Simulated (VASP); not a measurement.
# YSi with PBEsol: from relaxation to properties, part 5 of 5

What structure and properties does PBEsol give YSi, and how near are they to the measured ones? The start is a computed cell from the Materials Project.

VASP 6.6.1, plane waves and PAW; the level of theory is named at each step.

So far. Step 13 (Volume scan with PBEsol, volume scale 1.04): The run ends at a pressure of -3.49 GPa, with forces up to 0.066 eV/Å.

## 14. Volume scan with PBEsol, volume scale 1.06

Level of this step: PBEsol; plane waves and PAW (Y_sv, Si) (VASP).

A prediction first. A parabola through the 6 pressures of evenly scaled cells so far, P = -0.01 -96.5 t +204 t² GPa with t = ln(V/V₁) and V₁ the volume at scale 1, gives -4.95 GPa at t = +0.0583.

INCAR reads:

```
SYSTEM = YSi
PREC = Accurate
ENCUT = 400
EDIFF = 1E-06
NELM = 100
ISMEAR = 0
SIGMA = 0.05
LREAL = .FALSE.
ALGO = Normal
GGA = PS
NBANDS = 21
LASPH = .TRUE.
LORBIT = 11
LWAVE = .FALSE.
LCHARG = .FALSE.
KPAR = 4
ISIF = 2
```

POSCAR reads:

```
YSi
1.0
    2.1569616848     -5.3261721474      0.0000000000
    2.1569616848      5.3261721474      0.0000000000
    0.0000000000      0.0000000000      3.8872901175
Y Si
2 2
Direct
    0.1401117856      0.8598882144      0.2500000000
    0.8598882144      0.1401117856      0.7500000000
    0.4237875938      0.5762124062      0.2500000000
    0.5762124062      0.4237875938      0.7500000000
```

KPOINTS reads:

```
Automatic mesh
0
Gamma
7 7 7
0 0 0
```

PAW data sets: Y_sv and Si (PBE family, release 64).

Command:

```
$ mpirun -np 4 vasp_std
```

Log:

```text
[... set-up lines as in an earlier step ...]
 entering main loop
       N       E                     dE             d eps       ncg     rms          rms(c)
DAV:   1     0.103872284325E+03    0.10387E+03   -0.12473E+04  2688   0.110E+03
DAV:   2    -0.203261333549E+02   -0.12420E+03   -0.11968E+03  3144   0.256E+02
DAV:   3    -0.297760922807E+02   -0.94500E+01   -0.93183E+01  4734   0.459E+01
DAV:   4    -0.301470857384E+02   -0.37099E+00   -0.36966E+00  3478   0.927E+00
[...]
DAV:  11    -0.287518737853E+02    0.13486E-04   -0.10077E-04  3563   0.525E-02    0.554E-02
DAV:  12    -0.287518702024E+02    0.35829E-05   -0.25152E-05  3505   0.279E-02    0.338E-02
DAV:  13    -0.287518705416E+02   -0.33920E-06   -0.44012E-06  2787   0.129E-02
   1 F= -.28751871E+02 E0= -.28749693E+02  d E =-.435528E-02
```

Wall time 41 s (4 MPI ranks of AMD EPYC 7R43, shared host); peak memory 0.86 GiB.

OUTCAR, selected parts (step 14):

```text
  Total       -2.7557272     -2.7671415     -2.8070107      0.0000000      0.0000000      0.0000000
  in kB      -49.4324595    -49.6372117    -50.3523879      0.0000000      0.0000000      0.0000000
  external PRESSURE =     -49.8073530 kB  Pullay stress =       0.0000000 kB

 POSITION                                       TOTAL-FORCE (eV/Angst)
 -----------------------------------------------------------------------------------
      2.15696      3.83365      0.97182         0.000000      0.091151     -0.000000
      2.15696     -3.83365      2.91547         0.000000     -0.091151      0.000000
      2.15696      0.81184      0.97182         0.000000     -0.024054      0.000000
      2.15696     -0.81184      2.91547         0.000000      0.024054     -0.000000
 -----------------------------------------------------------------------------------
    total drift:                                0.000000      0.000000      0.000000

  FREE ENERGIE OF THE ION-ELECTRON SYSTEM (eV)
  ---------------------------------------------------
  free  energy   TOTEN  =       -28.7518705416 eV

  energy  without entropy=      -28.7475152583  energy(sigma->0) =      -28.74969290

[... 1 part as in an earlier step ...]

[... 2 further parts left out ...]
[key lines of the parts left out:]
E-fermi :   5.2639
```

The pressure falls from -3.49 to -4.98 GPa. The parabola predicted -4.95 GPa, +0.03 GPa off.

## 15. Comparing the runs

Times are for 4 MPI ranks of AMD EPYC 7R43, shared host. The runs compared:

| no. | volume scale | energy above the lowest point (meV/atom) | pressure (GPa) | time | memory (GiB) |
| --- | --- | --- | --- | --- | --- |
| 1 | 0.94 | 25.62 | 6.744 | 34 s | 0.81 |
| 2 | 0.96 | 11.06 | 4.260 | 34 s | 0.84 |
| 3 | 0.98 | 2.73 | 2.015 | 33 s | 0.86 |
| 4 | 1 | 0 | -0.01086 | 35 s | 0.91 |
| 5 | 1.02 | 2.34 | -1.841 | 37 s | 0.89 |
| 6 | 1.04 | 9.26 | -3.492 | 37 s | 0.91 |
| 7 | 1.06 | 20.31 | -4.981 | 41 s | 0.86 |

## 16. Fit for PBEsol

This step: Birch-Murnaghan fit, PBEsol; plane waves and PAW (VASP 6.6.1).

No new run; the numbers come from the runs before.

Numbers from this step:

* pressure derivative of the bulk modulus: 4.093
* r.m.s. error of the fit: 1.34e-6 eV/atom
* minimum inside the sampled range: yes
* bulk modulus: 96.08 GPa
* equilibrium volume of the fit: 21.07 Å³/atom

The energy above the fitted minimum by volume:

| volume (Å³/atom) | energy above the fitted minimum (eV/atom) |
| --- | --- |
| 19.80 | 0.0256 |
| 20.22 | 0.0111 |
| 20.64 | 0.00273 |
| 21.07 | -7.3e-7 |
| 21.49 | 0.00234 |
| 21.91 | 0.00926 |
| 22.33 | 0.0203 |

The fitted volume lies +0.04 % from the relaxed one. The atoms bear forces along the scan, since they were held; freeing them would lower the modulus.

## 17. Optical spectrum (PBEsol)

This step: PBEsol; plane waves and PAW (Y_sv, Si) (VASP 6.6.1).

LOPTICS sums transitions from filled to empty bands. The mesh is finer than in the run before. NBANDS is raised for it.

INCAR, as its differences from that of step 14:

```diff
@@ -10,3 +10,3 @@
 GGA = PS
-NBANDS = 21
+NBANDS = 47
 LASPH = .TRUE.
@@ -16,2 +16,4 @@
 KPAR = 4
-ISIF = 2
+LOPTICS = .TRUE.
+NEDOS = 1500
+CSHIFT = 0.1
```

POSCAR reads:

```
YSi
1.0
    2.1154713214     -5.2237202498      0.0000000000
    2.1154713214      5.2237202498      0.0000000000
    0.0000000000      0.0000000000      3.8125159198
Y Si
2 2
Direct
    0.1401117856      0.8598882144      0.2500000000
    0.8598882144      0.1401117856      0.7500000000
    0.4237875938      0.5762124062      0.2500000000
    0.5762124062      0.4237875938      0.7500000000
```

KPOINTS reads:

```
Automatic mesh
0
Gamma
10 10 10
0 0 0
```

Command:

```
$ mpirun -np 4 vasp_std
```

Log:

```text
[... set-up lines as in an earlier step ...]
 entering main loop
       N       E                     dE             d eps       ncg     rms          rms(c)
DAV:   1     0.126882439409E+03    0.12688E+03   -0.10026E+04 17500   0.493E+02
DAV:   2    -0.199898452988E+02   -0.14687E+03   -0.13865E+03 20633   0.158E+02
DAV:   3    -0.297798345419E+02   -0.97900E+01   -0.94192E+01 26795   0.288E+01
DAV:   4    -0.301906363304E+02   -0.41080E+00   -0.41013E+00 20982   0.530E+00
DAV:   5    -0.301958820893E+02   -0.52458E-02   -0.52455E-02 21562   0.552E-01    0.425E+01
DAV:   6    -0.289863772318E+02    0.12095E+01   -0.37203E-01 21486   0.340E+00    0.287E+01
DAV:   7    -0.289014267854E+02    0.84950E-01   -0.51167E-01 24050   0.292E+00    0.525E+00
DAV:   8    -0.288542056538E+02    0.47221E-01   -0.12610E-01 19990   0.138E+00    0.113E+00
DAV:   9    -0.288524304516E+02    0.17752E-02   -0.18097E-02 21549   0.444E-01    0.280E-01
DAV:  10    -0.288523617257E+02    0.68726E-04   -0.89644E-04 22365   0.855E-02    0.128E-01
DAV:  11    -0.288523589612E+02    0.27645E-05   -0.41211E-05 21669   0.251E-02    0.313E-02
DAV:  12    -0.288523576089E+02    0.13522E-05   -0.18458E-06 21718   0.614E-03    0.637E-03
DAV:  13    -0.288523574680E+02    0.14093E-06   -0.25149E-07 12507   0.183E-03
   1 F= -.28852357E+02 E0= -.28851482E+02  d E =-.175158E-02
 optical routines
 imaginary and real dielectric function
 recalculating local potential from charge density
 direction            1
 direction            2
 direction            3
```

Run time: 2.9 min. Hardware: 4 MPI ranks; peak memory 3.3 GiB; 12 min of CPU time.

OUTCAR, selected parts (step 17):

```text
   k-points           NKPTS =    186   k-points in BZ     NKDIM =    186   number of bands    NBANDS=     47

   NELECT =      30.0000    total number of electrons

 E-fermi :   5.6080

 k-point     1 :       0.0000    0.0000    0.0000
  band No.  band energies     occupation
    ...
     10      -0.3833      2.00000
     11       2.8356      2.00000
     12       3.3074      2.00000
     13       3.9787      2.00000
     14       4.2913      2.00000
     15       5.8513      0.00000
     16       6.4248      0.00000
     17       7.3810      0.00000
     18       8.2192      0.00000
     19       8.2603      0.00000
    ...

  Total        0.0480485      0.0771944     -0.1826650      0.0000000      0.0000000      0.0000000
  in kB        0.9136121      1.4678032     -3.4732598      0.0000000      0.0000000      0.0000000
  external PRESSURE =      -0.3639482 kB  Pullay stress =       0.0000000 kB

 POSITION                                       TOTAL-FORCE (eV/Angst)
 -----------------------------------------------------------------------------------
      2.11547      3.75991      0.95313         0.000000     -0.047690      0.000000
      2.11547     -3.75991      2.85939         0.000000      0.047690      0.000000
      2.11547      0.79622      0.95313         0.000000      0.014076      0.000000
      2.11547     -0.79622      2.85939         0.000000     -0.014076     -0.000000
 -----------------------------------------------------------------------------------
    total drift:                                0.000000      0.000000      0.000000

  FREE ENERGIE OF THE ION-ELECTRON SYSTEM (eV)
  ---------------------------------------------------
  free  energy   TOTEN  =       -28.8523574680 eV

  energy  without entropy=      -28.8506058915  energy(sigma->0) =      -28.85148168

 plasma frequency squared (from intraband transitions) (eV^2)
  --------------------------------------------------------------------------------------
       2.354       0.000       0.000
       0.000      10.490       0.000
       0.000       0.000      12.098

[... 8 parts as in an earlier step ...]

[... 8 further parts left out ...]
```

These are independent-particle spectra without excitons or local fields, and fine structure depends on the mesh and on CSHIFT. The intraband (Drude) part is not in this spectrum.

Numbers from this step:

```
bands                   : 47
irreducible k-points    : 186
free energy (TOTEN)     : -28.85 eV
energy at zero smearing : -28.85 eV
Fermi energy            : 5.608 eV
pressure                : -0.03639 GPa
```

The imaginary dielectric function has structure finer than the step of the table below, so its rows give means over 1 eV, whole bins alone (the curve runs from 0 to 25.0 eV). Peaks (eV: height): xx 1.2: 20.4; yy 0.7: 42.0; zz 1.2: 18.1, 2.4: 16.9.

Imaginary dielectric function against photon energy; means over each step:

| photon energy (eV) | xx | yy | zz |
| --- | --- | --- | --- |
| 1 | 14.1 | 25.4 | 9.28 |
| 2 | 16.7 | 13.5 | 14.0 |
| 3 | 15.5 | 15.1 | 14.3 |
| 4 | 12.5 | 11.5 | 12.2 |
| 5 | 10.3 | 10.4 | 8.47 |
| 6 | 8.51 | 9.15 | 7.64 |
| 7 | 6.40 | 5.41 | 5.11 |
| 8 | 3.38 | 3.40 | 3.25 |
| 9 | 2.15 | 1.89 | 1.82 |
| 10 | 1.27 | 1.12 | 1.11 |
| 11 | 0.791 | 0.761 | 0.649 |
| 12 | 0.558 | 0.534 | 0.421 |
| 13 | 0.291 | 0.352 | 0.360 |
| 14 | 0.201 | 0.251 | 0.308 |
| 15 | 0.159 | 0.167 | 0.240 |
| 16 | 0.107 | 0.131 | 0.175 |
| 17 | 0.0936 | 0.108 | 0.122 |
| 18 | 0.0855 | 0.0925 | 0.0905 |
| 19 | 0.0873 | 0.0769 | 0.0887 |
| 20 | 0.0887 | 0.0698 | 0.0893 |
| 21 | 0.0986 | 0.0749 | 0.0821 |
| 22 | 0.469 | 0.571 | 0.512 |
| 23 | 0.766 | 0.920 | 0.769 |
| 24 | 0.951 | 1.02 | 0.982 |

The real dielectric function by photon energy:

| photon energy (eV) | xx | yy | zz |
| --- | --- | --- | --- |
| 0 | 25.9 | 53.3 | 20.0 |
| 1 | 26.2 | 3.91 | 23.8 |
| 2 | 11.1 | 9.68 | 15.2 |
| 3 | 5.72 | 4.34 | 6.14 |
| 4 | 0.679 | 1.18 | 1.99 |
| 5 | 0.270 | 0.547 | -0.506 |
| 6 | -2.37 | -3.52 | -2.31 |
| 7 | -2.96 | -4.04 | -2.24 |
| 8 | -4.05 | -3.58 | -3.15 |
| 9 | -2.74 | -2.70 | -2.12 |
| 10 | -2.07 | -1.88 | -1.70 |
| 11 | -1.44 | -1.32 | -1.06 |
| 12 | -0.880 | -0.834 | -0.575 |
| 13 | -0.593 | -0.498 | -0.233 |
| 14 | -0.214 | -0.177 | 0.00163 |
| 15 | 0.0518 | 0.0484 | 0.173 |
| 16 | 0.258 | 0.286 | 0.313 |
| 17 | 0.441 | 0.454 | 0.507 |
| 18 | 0.621 | 0.617 | 0.677 |
| 19 | 0.778 | 0.784 | 0.837 |
| 20 | 0.943 | 0.960 | 0.991 |
| 21 | 1.18 | 1.23 | 1.23 |
| 22 | 1.81 | 1.92 | 1.86 |
| 23 | 1.26 | 1.36 | 1.32 |
| 24 | 1.40 | 1.25 | 1.38 |

## 18. Results

```
relaxed volume                            : 21.07 Å³/atom
relaxed conventional cell a, b, c         : 4.231, 10.447, 3.813 Å
space group after relaxing, within 0.02 Å : Cmcm (No. 63)
band gap                                  : none, a metal
DOS at the Fermi level                    : 2.20 states/eV/cell
band gap (PBEsol + SOC)                   : none, a metal
bulk modulus from the fit                 : 96.1 GPa
volume from the fit                       : 21.1 Å³/atom
```

In words: With PBEsol, YSi relaxes to 21.07 Å³/atom in space group Cmcm (held by the symmetry of the run), comes out as a metal and has a bulk modulus of 96.1 GPa at fixed shape and positions, an upper bound. Band structure (PBEsol): Of the bands kept, 2 cross the Fermi level on this path. Bands along the symmetry lines (PBEsol + SOC): Of the bands kept, 4 cross the Fermi level on this path (spinor bands, one electron each). The k-sampling is coarse for a metal, so the Fermi level, pressures and the shape of the cell carry errors. No search among competing phases was made, and a listed structure need not be the one stable at ambient conditions. All values are for a static lattice at zero temperature.

Comparison with the measured values:

```
              quantity  measured           PBEsol
lattice constant a (Å)      4.26   4.231 (-0.7 %)
lattice constant b (Å)     10.53  10.447 (-0.8 %)
lattice constant c (Å)      3.83   3.813 (-0.5 %)
```

Measured values from arxiv:2102.04113 (2021).

Verdict: The lattice constant a is off by -0.7 %: good agreement. The lattice constant b is off by -0.8 %: fair agreement. The lattice constant c is off by -0.5 %: good agreement. The grades are ours: good and fair within 0.7 and 1.5 % for the lattice constant a, 0.7 and 1.5 % for the lattice constant b and 0.8 and 2 % for the lattice constant c. Zero-point motion and thermal expansion (measured at up to 300 K) are not in the computed lattice constants.

[Lines on the potential files, build, host, timing and source positions are cut from VASP's logs without a mark.]

[Logs are printed without paths, hosts, clocks, repeated set-up lines and the standing remarks that a program may print on its own settings, such as how far it seeks lower states.]

[Hosts, paths, dates, database ids (printed as entryN), source tags and the programs' standing remarks are cut or masked in the printed files.]

[A measured line is paired with the nearest computed mode of its activity, which favours agreement.]
